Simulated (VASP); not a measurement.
```
CELL_PARAMETERS angstrom
      0.00000     2.17469     2.17469
      2.17469     0.00000     2.17469
      2.17469     2.17469     0.00000
ATOMIC_POSITIONS crystal
  Si 0.00000 0.00000 0.00000
  C  0.25000 0.25000 0.25000
```

Computed with revPBE GGA, VASP's PBE PAW potentials (set 64) (plane waves; VASP). Numerical set-up: 520 eV cut-off, 10×10×10 Γ-centred mesh, Gaussian smearing of 0.050 eV, potentials Si C.

Give the stress tensor in GPa (positive for a compressed cell).

```
6.69  0.00  0.00
0.00  6.69  0.00
0.00  0.00  6.69
```
The pressure is its mean diagonal, 6.69 GPa.

The compound is SiC in the zinc blende structure. This cell is one point of a volume scan, at 0.97 of the reference volume.
